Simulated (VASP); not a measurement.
# MnIn11As12 (a cell with a defect) in VASP: further runs, part 2 of 2

VASP 6.6.1. The steps go on from the part before.

**3. Single point, PBEsol+U, collinear spin, ferromagnetic start**

The input, INCAR:

```
PREC = Accurate
ENCUT = 350
EDIFF = 1E-5
ISMEAR = 0
SIGMA = 0.03
LREAL = Auto
LASPH = True
NELM = 120
ALGO = Normal
ISIF = 2
LWAVE = False
LCHARG = False
ISPIN = 2
MAGMOM = 0.01 0 0 0 0 0 0 0 0 0 0 0 0 0 0 0 0 0 0 0 0 0 0 0
LORBIT = 11
LMAXMIX = 4
LDAU = True
LDAUTYPE = 2
LDAUL = 2 -1 -1
LDAUU = 3.5 0 0
LDAUJ = 0 0 0
LDAUPRINT = 1
GGA = PS
ISYM = 0
KPAR = 2
```

The input, KPOINTS:

```
regular mesh
0
Gamma
  2 2 2
```

The input, POSCAR:

```
MnIn11As12                              
1.0
    0.0000000000      9.0870000000      9.0870000000
    6.0580000000      0.0000000000      6.0580000000
    6.0580000000      6.0580000000      0.0000000000
  Mn              In              As            
     1    11    12
Direct
     0.0014904755216421    0.9999163728950848    0.9996254149403218
     0.0014997989542542    0.0008333442024504    0.4989582372781677
     0.0019789101316609    0.4986949115336566    0.0006716549602522
     0.0016877202162377    0.4985129335594337    0.4975511249599348
     0.3328076158926313    0.9980853252798777    0.9982649887787087
     0.3271501986296896    0.0015352978870870    0.5057470583264826
     0.3277513626946022    0.5073495010649053    0.0002192636187731
     0.3345163610770821    0.4984672031064258    0.4991269101957245
     0.6679614940139544    0.0025199645575093    0.0031055389154805
     0.6729399627522041    0.9992532451292047    0.4925850551299684
     0.6734102157987513    0.4920751698178537    0.9993110912284822
     0.6665703551910843    0.5005073941483786    0.5002571441631009
     0.0775572179960401    0.1151993067907526    0.1152538169509574
     0.0744294782148664    0.1165724063906640    0.6565439986758705
     0.0748260120067918    0.6571310714917690    0.1154454467928666
     0.0843274477204799    0.6244010013401620    0.6241360578128194
     0.4126155384805625    0.1288092987702962    0.1273440388114543
     0.4208950834615053    0.1225250244366125    0.6205973545831029
     0.4213829433149030    0.6203983088040053    0.1230983766638584
     0.4162368360111388    0.6257869902540076    0.6246482202476965
     0.7762061872429360    0.1119012877570418    0.1122193578188085
     0.7502277321861525    0.1250695566452354    0.6266096949628062
     0.7507255279452572    0.6262103566572745    0.1248919053601305
     0.7516895245455676    0.6240427274802913    0.6241962488242477
```

Potentials or basis: VASP PAW PBE potentials, release 64 (Mn_pv, In_d, As).

Run with:

```sh
> cat potpaw_PBE.64/Mn_pv/POTCAR potpaw_PBE.64/In_d/POTCAR potpaw_PBE.64/As/POTCAR > POTCAR
> mpirun -np 4 vasp_std > vasp.out
```

OUTCAR:

```text
PREC = Accurate
   ENCUT = 350
   EDIFF = 1E-5
   ISMEAR = 0
   LREAL = Auto
   LASPH = True
   NELM = 120
   ISIF = 2
   ISPIN = 2
   LORBIT = 11
   GGA = PS
   ISYM = 0

 ion  position               nearest neighbor table
   1  0.001  1.000  1.000-  21 2.36  15 2.40  14 2.40  13 2.41
   2  0.001  0.001  0.499-  16 2.63  22 2.64  14 2.69  13 2.69
   3  0.002  0.499  0.001-  16 2.63  23 2.64  15 2.69  13 2.69
   4  0.002  0.499  0.498-  24 2.62  16 2.63  14 2.68  15 2.68
   5  0.333  0.998  0.998-  18 2.64  19 2.64  17 2.66  13 2.68
   6  0.327  0.002  0.506-  20 2.63  18 2.64  17 2.65  14 2.66
[... 16 lines left out ...]
  23  0.751  0.626  0.125-  12 2.63  11 2.63   9 2.63   3 2.64
  24  0.752  0.624  0.624-   4 2.62  12 2.62  11 2.62  10 2.63

IMPORTANT INFORMATION: All symmetrisations will be switched off!
NOSYMM: (Re-)initialisation of all symmetry stuff for point group C_1.

----------------------------------------------------------------------------------------

                                     Primitive cell

  volume of cell :     666.9742

[... 2194 lines left out ...]

 VOLUME and BASIS-vectors are now :
 -----------------------------------------------------------------------------
  energy-cutoff  :      350.00
  volume of cell :      666.97
      direct lattice vectors                 reciprocal lattice vectors
     0.000000000  9.087000000  9.087000000    -0.055023660  0.055023660  0.055023660
     6.058000000  0.000000000  6.058000000     0.082535490 -0.082535490  0.082535490
     6.058000000  6.058000000  0.000000000     0.082535490  0.082535490 -0.082535490

 POSITION                                       TOTAL-FORCE (eV/Angst)
 -----------------------------------------------------------------------------------
     12.11322      6.06927      6.07104        -0.077236      0.091219      0.160022
      3.02774      3.03632      0.01868        -0.022364     -0.019427      0.032356
      3.02516      0.02205      3.03908        -0.003143      0.043849     -0.010553
      6.03416      3.02950      3.03533        -0.065742     -0.009512     -0.010483
     12.09389      9.07171      9.07062         0.016028      0.037344      0.042296
      3.07312      6.03663      2.98211        -0.027506      0.058780      0.049467
[... 16 lines left out ...]
      4.55018      7.57844     10.61543        -0.016329      0.003502     -0.020912
      7.56183     10.61198     10.61105        -0.022343      0.002211      0.005534
 -----------------------------------------------------------------------------------
    total drift:                               -0.009553     -0.007314     -0.005639

  FREE ENERGIE OF THE ION-ELECTRON SYSTEM (eV)
  ---------------------------------------------------
  free  energy   TOTEN  =      -102.3294429980 eV

  energy  without entropy=     -102.3270076114  energy(sigma->0) =     -102.32822530

 total charge

# of ion       s       p       d       tot
------------------------------------------
    1        0.333   6.248   5.047  11.628
    2        0.853   0.691   9.880  11.423
    3        0.853   0.692   9.880  11.425
    4        0.852   0.699   9.881  11.431
    5        0.851   0.696   9.881  11.428
    6        0.850   0.714   9.883  11.446
[... 16 lines left out ...]
   23        1.224   1.558   0.021   2.803
   24        1.224   1.564   0.021   2.809
--------------------------------------------------
tot         24.401  32.598 114.020 171.020

 magnetization (x)

# of ion       s       p       d       tot
------------------------------------------
    1        0.001  -0.005   0.043   0.039
    2       -0.004   0.006   0.001   0.003
    3       -0.003   0.003   0.001   0.001
    4       -0.000   0.005   0.001   0.005
    5       -0.006   0.000   0.000  -0.005
    6        0.000   0.006   0.001   0.007
[... 16 lines left out ...]
   23        0.000   0.008   0.000   0.008
   24       -0.001   0.003   0.000   0.002
--------------------------------------------------
tot         -0.031   0.167   0.050   0.186
```

stdout:

```text
POSCAR found type information on POSCAR MnInAs
 POSCAR found :  3 types and      24 ions
 scaLAPACK will be used
 -----------------------------------------------------------------------------
|                                                                             |
|                                                                             |
|     You enforced a specific xc type in the INCAR file but a different       |
|     I HOPE YOU KNOW WHAT YOU ARE DOING!                                     |
|                                                                             |
 -----------------------------------------------------------------------------

 LDA part: xc-table for (Slater+PW92), standard interpolation
 POSCAR, INCAR and KPOINTS ok, starting setup
 FFT: planning ... GRIDC
 FFT: planning ... GRID_SOFT
 FFT: planning ... GRID
 WAVECAR not read
 entering main loop
```

Run time: 14 min. Hardware: 4 MPI ranks of Intel Xeon 6975P-C (Granite Rapids), shared host; peak memory 0.63 GiB.

Results:

```yaml
Free_energy: -102.3294 eV
Pressure: -0.4 GPa
Largest_force: 0.327 eV/Å
Band_gap_on_the_k_mesh: none (metal or under the smearing width)
Net_moment: 0.26 μB per cell
Site_moments: Mn +0.04; In +0.00, +0.01, -0.01; As +0.01, +0.02, +0.00 μB
Valence_electrons_inside_the_program's_atomic_spheres: Mn 11.63; In 11.42, 11.43, 11.45, 11.46, 11.44; As 2.78, 2.79, 2.80, 2.81
```

Forces in eV/Å, atoms in the order of the input:
```
Mn  -0.077  0.091  0.160
In  -0.022 -0.019  0.032
In  -0.003  0.044 -0.011
In  -0.066 -0.010 -0.010
In   0.016  0.037  0.042
In  -0.028  0.059  0.049
In  -0.015  0.044  0.054
In   0.009  0.000  0.011
In   0.025 -0.037 -0.018
In   0.011  0.058 -0.040
In   0.028 -0.052  0.066
In   0.018  0.004  0.005
As   0.142  0.210  0.162
As   0.027 -0.278  0.061
As   0.008  0.099 -0.278
As  -0.009  0.014  0.034
As   0.008 -0.002 -0.018
As   0.000 -0.017  0.000
As  -0.005 -0.006 -0.029
As   0.015 -0.018 -0.026
As  -0.028 -0.219 -0.241
As  -0.015 -0.009  0.010
As  -0.016  0.004 -0.021
As  -0.022  0.002  0.006
```

Stress tensor (GPa, compression positive):
```
-0.69  0.30  0.34
 0.30 -0.24 -0.22
 0.34 -0.22 -0.22
```

Levels at points of the mesh, in eV from the Fermi level:
Spin up:
```csv
k point,band 106,band 107,band 108,band 109,band 110,band 111
"(0.00, 0.00, 0.00)",-0.36,-0.14,-0.11,-0.05,0.94,0.97
"(0.50, 0.00, 0.00)",-0.39,-0.18,-0.14,0.20,0.98,1.08
"(0.00, 0.50, 0.00)",-0.69,-0.41,-0.40,0.59,0.98,1.36
"(0.00, 0.00, 0.50)",-0.71,-0.41,-0.40,0.59,0.94,1.35
"(0.50, 0.00, 0.50)",-0.96,-0.71,-0.53,0.59,0.66,1.26
"(0.50, 0.50, 0.00)",-0.97,-0.73,-0.53,0.62,0.66,1.33
"(0.00, 0.50, 0.50)",-0.86,-0.64,-0.32,0.42,0.99,1.24
"(0.50, 0.50, 0.50)",-0.74,-0.60,-0.59,0.44,0.95,1.20
```
Spin down:
| k point | band 106 | band 107 | band 108 | band 109 | band 110 | band 111 |
| --- | --- | --- | --- | --- | --- | --- |
| (0.00, 0.00, 0.00) | -0.28 | -0.05 | 0.00 | 0.37 | 0.80 | 0.98 |
| (0.50, 0.00, 0.00) | -0.37 | -0.20 | -0.13 | 0.52 | 0.95 | 1.07 |
| (0.00, 0.50, 0.00) | -0.45 | -0.40 | 0.00 | 0.45 | 0.92 | 1.08 |
| (0.00, 0.00, 0.50) | -0.45 | -0.41 | -0.11 | 0.44 | 1.05 | 1.13 |
| (0.50, 0.00, 0.50) | -0.81 | -0.60 | -0.42 | 0.29 | 0.99 | 1.19 |
| (0.50, 0.50, 0.00) | -0.80 | -0.58 | -0.23 | 0.34 | 0.79 | 1.17 |
| (0.00, 0.50, 0.50) | -0.59 | -0.43 | -0.11 | 0.04 | 0.78 | 1.36 |
| (0.50, 0.50, 0.50) | -0.66 | -0.66 | -0.31 | 0.28 | 0.96 | 1.33 |

Eigenvalues of the final occupation matrices:
```
    site  spin  trace               eigenvalues
site 1 d     1   2.56  0.21 0.23 0.34 0.89 0.89
site 1 d     2   2.51  0.09 0.19 0.51 0.84 0.88
```

Caveat: the k mesh is coarse (spacing up to 0.45 Å⁻¹), so the values aren't converged; the PAW data sets were made with another functional, which shifts forces and pressure a little; the U is typed as a test and isn't derived for this compound. The state reached can hang on the start; a lower one may exist.

**4. Single point, PBEsol+U, collinear spin, zero start**

INCAR, as its differences from that of step 3:

```diff
@@ -13,4 +13,5 @@
 ISPIN = 2
-MAGMOM = 0.01 0 0 0 0 0 0 0 0 0 0 0 0 0 0 0 0 0 0 0 0 0 0 0
+MAGMOM = 0 0 0 0 0 0 0 0 0 0 0 0 0 0 0 0 0 0 0 0 0 0 0 0
 LORBIT = 11
+NUPDOWN = 0
 LMAXMIX = 4
@@ -19,3 +20,3 @@
 LDAUL = 2 -1 -1
-LDAUU = 3.5 0 0
+LDAUU = 5.5 0 0
 LDAUJ = 0 0 0
```

KPOINTS is that of step 3.

POSCAR is that of step 3.

Run with:

```sh
> cat potpaw_PBE.64/Mn_pv/POTCAR potpaw_PBE.64/In_d/POTCAR potpaw_PBE.64/As/POTCAR > POTCAR
> mpirun -np 4 vasp_std > vasp.out
```

Run time: 12 min. Hardware: 4 MPI ranks of Intel Xeon 6975P-C (Granite Rapids), shared host; peak memory 0.63 GiB.

The run converged. Its results:

```
Free energy                                           : -100.9647 eV
Pressure                                              : -0.3 GPa
Largest force                                         : 0.743 eV/Å
Net moment                                            : 0.00 μB per cell
Valence electrons inside the program's atomic spheres : Mn 11.60; In 11.42, 11.43, 11.45, 11.46, 11.44; As 2.79, 2.80, 2.78, 2.81
```

Forces on the atoms (eV/Å):
```
Mn  -0.146  0.006  0.030
In  -0.030 -0.007  0.112
In  -0.030  0.124 -0.011
In  -0.212 -0.001 -0.007
In   0.100  0.005  0.000
In  -0.007  0.029  0.036
In   0.003  0.037  0.000
In   0.006 -0.030 -0.023
In   0.074 -0.014 -0.006
In   0.022  0.067 -0.039
In   0.022 -0.037  0.047
In  -0.004  0.001 -0.002
As   0.380  0.448  0.454
As  -0.098 -0.549  0.300
As  -0.131  0.339 -0.539
As   0.030  0.032  0.038
As  -0.013  0.016  0.008
As  -0.015 -0.002  0.031
As  -0.016  0.015  0.000
As   0.025 -0.008 -0.010
As   0.070 -0.451 -0.414
As  -0.019 -0.021  0.002
As  -0.015  0.002 -0.021
As   0.003 -0.001  0.016
```

Stress tensor (GPa, compression positive):
```
-0.69  0.35  0.40
 0.35 -0.07 -0.22
 0.40 -0.22 -0.10
```

Eigenvalues of the final occupation matrices:
| site | spin | trace | eigenvalues |
| --- | --- | --- | --- |
| site 1 d | 1 | 2.51 | 0.12 0.14 0.45 0.90 0.91 |
| site 1 d | 2 | 2.52 | 0.12 0.14 0.45 0.90 0.91 |

Caveat: the k mesh is coarse (spacing up to 0.45 Å⁻¹), so the values aren't converged; the PAW data sets were made with another functional, which shifts forces and pressure a little; the total moment is fixed, so each spin has its own Fermi level; the U is typed as a test and isn't derived for this compound.

**5. The runs side by side**

```tsv
task	spin	U	fixed moment (μB)	cell	pressure (GPa)	moment (μB)	largest force (eV/Å)
relaxation of the atoms	collinear, zero start	Mn d U = 3.5 eV	0	atoms relaxed from: atoms moved at random, drawn with an rms of 0.05 Å	-1.0	0.00	0.02
single point	collinear, ferromagnetic start	Mn d U = 3.5 eV	-	as given	-0.4	0.26	0.33
single point	collinear, zero start	Mn d U = 5.5 eV	0	as given	-0.3	0.00	0.74
```

Alike in all rows: level PBEsol+U; potentials or basis VASP PAW PBE potentials, release 64 (Mn_pv, In_d, As); k mesh 2 × 2 × 2; cutoff (eV) 350; smearing gaussian 0.03 eV; the mesh is coarse, so values aren't converged.

Caveats: all runs use coarse meshes; the PAW data sets were made with another functional, which shifts forces and pressure a little; the U is typed as a test and isn't derived for this compound; the total moment is fixed, so each spin has its own Fermi level (some runs).

Total energies depend on the potentials used, so only differences within one code and one set of settings carry meaning.
